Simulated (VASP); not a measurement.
Input:

```
Sr
1.0
    0.00000     3.12981     3.12981
    3.12981     0.00000     3.12981
    3.12981     3.12981     0.00000
Sr
1
Direct
  0.00000   0.00000   0.00000
```

Level of theory: revPBE GGA, VASP's PBE PAW potentials (set 64) (plane waves; VASP). Settings: 520 eV cut-off, 10×10×10 Γ-centred mesh, first-order Methfessel-Paxton smearing of 0.10 eV, potentials Sr_sv.

Question: Predict the energy per atom (σ→0), band gap (on the k-mesh) with the smallest direct gap where there is one.

Answer: 
```yaml
band gap (on the k-mesh): none (metal, semimetal or under 0.01 eV)
energy per atom (σ→0): -1.470 eV/atom
```

Total energies compare only between runs with the same potentials, cut-off and functional.

The compound is Sr in the fcc structure. This cell is one point of a volume scan, at 1.06 of the reference volume.
